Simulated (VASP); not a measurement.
```yaml
crystal:
  lattice:
    - [3.15323, 0.00000, 0.00000]
    - [0.00000, 3.15323, 0.00000]
    - [0.00000, 0.00000, 3.15323]
  atoms:
    - { symbol: Al, position: [0.00000, 0.00000, 0.00000] }
    - { symbol: Ti, position: [0.50000, 0.50000, 0.50000] }
```

Computed with PBEsol GGA, VASP's PBE PAW potentials (set 64) (plane waves; VASP 6.6.1). Numerical set-up: 400 eV cut-off, Gaussian smearing of 0.050 eV, potentials Al Ti_sv.

### Question
Give the energies of bands 5 to 10 at the high-symmetry points, in eV from the Fermi level.

### Answer

| band | Γ | X | M | R |
|---|---|---|---|---|
| 5 | -9.36 | -6.05 | -5.08 | -3.17 |
| 6 | -1.50 | -5.25 | -2.10 | -3.17 |
| 7 | -1.50 | -0.57 | -2.10 | -3.17 |
| 8 | 1.84 | 0.14 | -1.50 | 0.79 |
| 9 | 1.84 | 0.14 | 0.70 | 2.91 |
| 10 | 1.84 | 2.06 | 0.70 | 2.92 |

It has no gap at this level: it comes out as a metal or semimetal.

The structure was generated: TiAl was put into the CsCl type (Pm-3m), which need not be its known phase. It was relaxed first, which changed the volume by -13 %. The electron count is odd and the run is not spin-polarised, which forces a metal.
